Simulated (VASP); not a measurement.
The system is NbC2.

```
Nb C
1.0
     3.52489    0.00000    0.00000
    -1.76244    3.05264    0.00000
     0.00000    0.00000    4.76089
Nb C
1 2
Direct
  0.00000 0.00000 0.00000
  0.33333 0.66667 0.40000
  0.66667 0.33333 0.60000
```

The cell was built by a generator and needn't be a form met in nature.

- Program: VASP 6.6.1
- Task: relaxation of cell and atoms
- Functional: PBE
- Potentials or basis: VASP PAW PBE potentials, release 64 (Nb_sv, C)
- Cutoff: 520 eV
- k mesh: 7 × 7 × 4
- Occupations: gaussian, width 0.15 eV
- Spin: no spin polarisation

At the start: pressure -39.7 GPa; volume 17.08 Å³/atom.

Q: How do energy, volume and symmetry change on relaxing?

A: Over 14 steps the energy falls by 2231.9 meV/atom and the volume is 9.35 Å³/atom (-45.2 %); space group P-3m1 (No. 164, to 0.05 Å).

The path:
```csv
step,energy change (eV),largest force (eV/Å),pressure (GPa),volume (Å³)
1,0.0000,0.2031,-39.72,51.23
2,-5.0296,3.9199,26.52,25.80
3,-5.1954,2.8743,1.57,28.06
4,-6.2896,1.4617,22.88,25.45
5,-6.3243,0.8551,29.82,25.02
6,-6.6380,0.6854,-5.16,28.82
7,-6.6688,0.5296,0.02,27.73
8,-6.6927,0.2171,2.19,27.84
9,-6.6935,0.1211,2.28,27.86
10,-6.6933,0.0940,-2.38,28.34
11,-6.6958,0.0185,-0.61,28.10
12,-6.6958,0.0330,-0.68,28.07
13,-6.6951,0.0834,0.92,27.97
14,-6.6958,0.0405,0.30,28.05
```

Final structure:
```cif
data_structure
_symmetry_space_group_name_H-M 'P 1'
_symmetry_Int_Tables_number 1
_cell_length_a 2.6437
_cell_length_b 2.6437
_cell_length_c 4.6342
_cell_angle_alpha 90.000
_cell_angle_beta 90.000
_cell_angle_gamma 120.000
_cell_volume 28.05
loop_
_atom_site_label
_atom_site_type_symbol
_atom_site_fract_x
_atom_site_fract_y
_atom_site_fract_z
_atom_site_occupancy
Nb1 Nb 0.00000 0.00000 0.00000 1
C1 C 0.33333 0.66667 0.44911 1
C2 C 0.66667 0.33333 0.55089 1
```

Caveat: the volume moved by over 15 % at a fixed basis, so the end points are rough; the relaxation stopped at a loose force limit of 0.08 eV/Å, so its end isn't a converged minimum.
